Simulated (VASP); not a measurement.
PtTe2 (1T layered): the formation energy from VASP (plane waves, PAW) at several levels of theory. The references are the elements' solids at the same level; no temperature or zero-point terms are added.    Spin-orbit coupling is left out, which shifts such energies by up to tenths of an eV for the heavy elements here.

```csv
level,formation energy (eV/atom)
LDA,-0.426
PBE,-0.397
```

The cell of the LDA run:

```
CELL_PARAMETERS angstrom
      2.01350    -3.48749     0.00000
      2.01350     3.48749     0.00000
      0.00000     0.00000     5.06457
ATOMIC_POSITIONS crystal
  Te 0.33333 0.66667 0.26408
  Te 0.66667 0.33333 0.73592
  Pt 0.00000 0.00000 0.00000
```

Only levels that ran to the end are used. Left out are those held back, those with too coarse a band path, GW runs whose mesh misses a band edge, hybrids' fits of cells that aren't cubic and levels without matching references; a question may draw on a part of the rest.
